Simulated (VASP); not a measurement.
# Ta2SiO3 (P-1) in VASP: single point with r2SCAN

Aim: the single point of Ta2SiO3 with r2SCAN.

All numbers are computed with VASP 6.6.1; they aren't measurements. Logs are shortened: lines on timing, memory, paths and dates and some standing lists are left out, and cuts for length are marked.

### 1 Starting point

The typed cell holds 12 atoms: a = 5.030 Å, b = 5.045 Å, c = 6.736 Å, α = 93.39°, β = 91.45°, γ = 91.46°.

The cell was built by a generator and needn't be a form met in nature.

### 2 Single point, r2SCAN

INCAR reads:

```
SYSTEM = Ta2SiO3
ALGO = Normal
EDIFF = 1E-6
ENCUT = 520
ISIF = 2
ISMEAR = 0
KPAR = 4
LASPH = .TRUE.
LCHARG = .FALSE.
LMIXTAU = .TRUE.
LREAL = .FALSE.
LWAVE = .FALSE.
METAGGA = R2SCAN
NELM = 150
PREC = Accurate
SIGMA = 0.1
```

KPOINTS reads:

```
k-points
0
G
  6 6 6
  0 0 0
```

POSCAR reads:

```
Ta2SiO3
1.0
    5.0296480000      0.0000000000      0.0000000000
   -0.1282800000      5.0429150000      0.0000000000
   -0.1706150000     -0.4030530000      6.7212720000
Ta Si O
4 2 6
Direct
    0.9735420000      0.2702360000      0.1865180000
    0.4845440000      0.7161270000      0.2056970000
    0.0264580000      0.7297640000      0.8134820000
    0.5154560000      0.2838730000      0.7943030000
    0.2456680000      0.4883960000      0.4924540000
    0.7543320000      0.5116040000      0.5075460000
    0.7104440000      0.0141470000      0.2695090000
    0.2005530000      0.9600510000      0.1415590000
    0.7538190000      0.5289120000      0.0174680000
    0.2895560000      0.9858530000      0.7304910000
    0.7994470000      0.0399490000      0.8584410000
    0.2461810000      0.4710880000      0.9825320000
```

Potentials or basis: VASP PAW PBE potentials, release 64 (Ta_pv, Si, O).

Command:

```
cat potpaw_PBE.64/Ta_pv/POTCAR potpaw_PBE.64/Si/POTCAR potpaw_PBE.64/O/POTCAR > POTCAR
mpirun -np 4 vasp_std > vasp.out
```

OUTCAR:

```text
SYSTEM = Ta2SiO3
   EDIFF = 1E-6
   ENCUT = 520
   ISIF = 2
   ISMEAR = 0
   LASPH = .TRUE.
   LREAL = .FALSE.
   METAGGA = R2SCAN
   NELM = 150
   PREC = Accurate

 ion  position               nearest neighbor table
   1  0.974  0.270  0.187-   7 1.94   8 1.97   9 2.10  12 2.23  11 2.56   5 2.62   6 2.69   2 3.37
                             2 3.37   4 3.47   3 3.53
   2  0.485  0.716  0.206-   7 1.88   8 1.97   9 2.08  12 2.20   5 2.61   6 2.69   1 3.37   1 3.37
                             4 3.43   3 3.47
   3  0.026  0.730  0.813-  10 1.94  11 1.97  12 2.10   9 2.23   8 2.56   6 2.62   5 2.69   4 3.37
                             4 3.37   2 3.47   1 3.53
   4  0.515  0.284  0.794-  10 1.88  11 1.97  12 2.08   9 2.20   6 2.61   5 2.69   3 3.37   3 3.37
                             2 3.43   1 3.47
   5  0.246  0.488  0.492-   6 2.48   6 2.56   2 2.61   1 2.62   4 2.69   3 2.69
   6  0.754  0.512  0.508-   5 2.48   5 2.56   4 2.61   3 2.62   2 2.69   1 2.69
   7  0.710  0.014  0.270-   2 1.88   1 1.94
   8  0.201  0.960  0.142-   2 1.97   1 1.97   3 2.56
   9  0.754  0.529  0.017-   2 2.08   1 2.10   4 2.20   3 2.23
  10  0.290  0.986  0.730-   4 1.88   3 1.94
  11  0.799  0.040  0.858-   4 1.97   3 1.97   1 2.56
  12  0.246  0.471  0.983-   4 2.08   3 2.10   2 2.20   1 2.23

  LATTYP: Found a triclinic cell.
 ALAT       =     7.0323822399
 B/A-ratio  =     0.7152125451
 C/A-ratio  =     1.2301339364
 COS(alpha) =     0.0048937829
 COS(beta)  =     0.4548501597
 COS(gamma) =     0.6969712158

  Lattice vectors:

 A1 = (   4.9013680000,   5.0429150000,   0.0000000000)
 A2 = (   5.0296480000,   0.0000000000,   0.0000000000)
 A3 = (   0.0423350000,   5.4459680000,  -6.7212720000)

Analysis of symmetry for initial positions (statically):
=====================================================================
 Subroutine PRICEL returns:
 Original cell was already a primitive cell.

 Routine SETGRP: Setting up the symmetry group for a
 triclinic supercell.

 Subroutine GETGRP returns: Found  2 space group operations
 (whereof  2 operations were pure point group operations)
 out of a pool of  2 trial point group operations.

The static configuration has the point symmetry S_2 .

Analysis of symmetry for dynamics (positions and initial velocities):
=====================================================================
 Subroutine PRICEL returns:
 Original cell was already a primitive cell.

 Routine SETGRP: Setting up the symmetry group for a
 triclinic supercell.

 Subroutine GETGRP returns: Found  2 space group operations
 (whereof  2 operations were pure point group operations)
 out of a pool of  2 trial point group operations.

The dynamic configuration has the point symmetry S_2 .
[... 136 lines left out ...]
   IALGO  =     38    algorithm
   IMIX   =      4    mixing-type and parameters
     AMIX     =   0.40;   BMIX     =  1.00
     AMIX_MAG =   1.60;   BMIX_MAG =  1.00
  volume/ion in A,a.u.               =      14.21        95.87
  Fermi-wavevector in a.u.,A,eV,Ry     =   1.313244  2.481672 23.464747  1.724610
  Thomas-Fermi vector in A             =   2.443580
   LORBIT       =      0    0 simple, 1 ext, 2 COOP (PROOUT), +10 PAW based schemes
   METAGGA = R2SCAN    functional components
   LHFCALC =     F    Hartree Fock is set to
   AEXX    =    0.0000 exact exchange contribution
   IVDW    =     0    specifies the selected vdW correction
   LEPSILON=     F    determine dielectric tensor
   LRPA    =     F    only Hartree local field effects (RPA)
 non-spin polarized calculation
 Gauss-broadening in eV      SIGMA  =   0.10
  energy-cutoff  :      520.00
  volume of cell :      170.48
 maximum number of plane-waves:      4617
 NGX is ok and might be reduce to    40
   NGX = 19   NGY = 19   NGZ = 25

 number of electron      87.9999992 magnetization

 Free energy of the ion-electron system (eV)
  ---------------------------------------------------
  ext. energy  EPLUGINS =         0.00000000
  ---------------------------------------------------
  free energy    TOTEN  =      -271.21351495 eV

  energy without entropy =     -271.19868607  energy(sigma->0) =     -271.20610051

 E-fermi :   5.4770     XC(G=0): -11.5663

 val. band max:        5.4758282095   @ k =   0.3333  -0.1667   0.3333
 cond. band min:       5.4809169674   @ k =   0.0000   0.0000   0.3333
 fundamental gap:      0.0050887579
 Fermi energy:         5.4769974401

 k-point     1 :       0.0000    0.0000    0.0000
  band No.  band energies     occupation
      1     -32.2803      2.00000
      2     -32.1648      2.00000
      3     -32.1435      2.00000
      4     -32.0674      2.00000
      5     -32.0384      2.00000
      6     -31.9907      2.00000
[... 1309 lines left out ...]
     51       7.9121      0.00000
     52       8.0266      0.00000

 [... further k-points ...]

------------------------ aborting loop because EDIFF is reached ----------------------------------------

  FORCE on cell =-STRESS in cart. coord.  units (eV):
  Direction    XX          YY          ZZ          XY          YZ          ZX
  --------------------------------------------------------------------------------------
  -------------------------------------------------------------------------------------
  Total       -4.0636877     -4.2322645     -3.6829520     -0.1328556      0.0757071     -0.0302859
  in kB      -38.1909267    -39.7752277    -34.6127356     -1.2485894      0.7115024     -0.2846299
  external PRESSURE =     -37.5262967 kB  Pullay stress =       0.0000000 kB

 VOLUME and BASIS-vectors are now :
 -----------------------------------------------------------------------------
  energy-cutoff  :      520.00
  volume of cell :      170.48
      direct lattice vectors                 reciprocal lattice vectors
     5.029648000  0.000000000  0.000000000     0.198821071  0.005057544  0.005350225
    -0.128280000  5.042915000  0.000000000     0.000000000  0.198298008  0.011891292
    -0.170615000 -0.403053000  6.721272000     0.000000000  0.000000000  0.148781362

 POSITION                                       TOTAL-FORCE (eV/Angst)
 -----------------------------------------------------------------------------------
      4.83008      1.28760      1.25364        -0.034539     -0.165174      0.049365
      2.31013      3.52846      1.38255         0.069328      0.230890      0.041956
     -0.09933      3.35226      5.46763         0.034539      0.165174     -0.049365
      2.42063      1.11140      5.33873        -0.069328     -0.230890     -0.041956
      1.08895      2.26445      3.30992        -0.034491      0.030298     -0.064938
      3.64180      2.37541      3.41135         0.034491     -0.030298      0.064938
      3.52549     -0.03728      1.81144        -0.028747     -0.071387     -0.239909
      0.86140      4.78440      0.95146        -0.006250     -0.002304     -0.077471
      3.72062      2.66022      0.11741        -0.026666     -0.099871      0.053164
      1.20527      4.67715      4.90983         0.028747      0.071387      0.239909
      3.86935     -0.14454      5.76982         0.006250      0.002304      0.077471
      1.01014      1.97964      6.60386         0.026666      0.099871     -0.053164
 -----------------------------------------------------------------------------------
    total drift:                                0.000000     -0.000000     -0.000000

  FREE ENERGIE OF THE ION-ELECTRON SYSTEM (eV)
  ---------------------------------------------------
  free  energy   TOTEN  =      -271.2135149453 eV

  energy  without entropy=     -271.1986860677  energy(sigma->0) =     -271.20610051
```

Run time: 14 min. Hardware: 4 MPI ranks of AMD EPYC 9R45 (Zen 5), shared host; peak memory 0.82 GiB.

Results:

| Quantity | Value |
| --- | --- |
| Free energy | -271.2135 eV |
| Pressure | -3.8 GPa |
| Largest force | 0.252 eV/Å |
| Band gap on the k mesh | none (metal or under the smearing width) |

Forces in eV/Å, atoms in the order of the input:
```
Ta  -0.035 -0.165  0.049
Ta   0.069  0.231  0.042
Ta   0.035  0.165 -0.049
Ta  -0.069 -0.231 -0.042
Si  -0.034  0.030 -0.065
Si   0.034 -0.030  0.065
O   -0.029 -0.071 -0.240
O   -0.006 -0.002 -0.077
O   -0.027 -0.100  0.053
O    0.029  0.071  0.240
O    0.006  0.002  0.077
O    0.027  0.100 -0.053
```

Stress tensor (GPa, compression positive):
```
-3.82 -0.12 -0.03
-0.12 -3.98  0.07
-0.03  0.07 -3.46
```

Caveat: the PAW data sets were made with another functional, which shifts forces and pressure a little.
